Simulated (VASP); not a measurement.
Input:

```xyz
4
Lattice="3.8209 0.0000 0.0000 0.0000 5.3867 0.0000 0.0000 0.0000 3.8202" Properties=species:S:1:pos:R:3 pbc="T T T"
Cd     1.9104     2.6934     0.9326
Cd     0.0000     0.0000     2.8876
S      1.9104     0.0000     0.9717
S      0.0000     2.6934     2.8484
```

Calculation: PBEsol GGA, VASP's PBE PAW potentials (set 64) (plane waves; VASP). Numerical set-up: 400 eV cut-off, Gaussian smearing of 0.050 eV, potentials Cd S.

**Question.** Give the energies of bands 11 to 21 at the high-symmetry points, in eV from the valence-band maximum.

**Answer.** 
```
band      Γ      X      S      Y      Z      U      R      T
----  -----  -----  -----  -----  -----  -----  -----  -----
11    -7.39  -7.39  -7.47  -7.58  -7.39  -6.63  -6.84  -7.47
12    -6.62  -7.39  -7.47  -7.58  -7.38  -6.63  -6.84  -7.47
13    -4.61  -4.11  -5.12  -2.83  -4.17  -4.61  -3.48  -5.11
14    -2.36  -4.11  -5.12  -2.83  -4.05  -4.61  -3.48  -5.11
15    -2.36  -2.54  -0.02  -1.56  -2.54  -2.37  -3.48  -0.02
16    -0.86  -2.54  -0.02  -1.56  -2.53  -2.37  -3.48  -0.02
17    -0.85  -0.18   0.00  -1.55  -0.19  -2.34  -3.10   0.00
18    -0.85  -0.18   0.00  -1.55  -0.17  -2.34  -3.10   0.00
19     0.10   4.31   3.31   3.09   4.29   0.11   3.51   3.31
20     0.96   4.31   3.31   3.09   4.33   0.11   3.51   3.31
21     5.82   5.57   5.74   6.61   5.57   5.83   6.69   5.74
```

The gap is indirect, 0.10 eV, from the valence maximum at S to the conduction minimum at Γ.

The structure comes from a computed database's CdS entry (Pmmn); how it stands against other phases isn't given here. It was relaxed first, which changed the volume by -6 %.
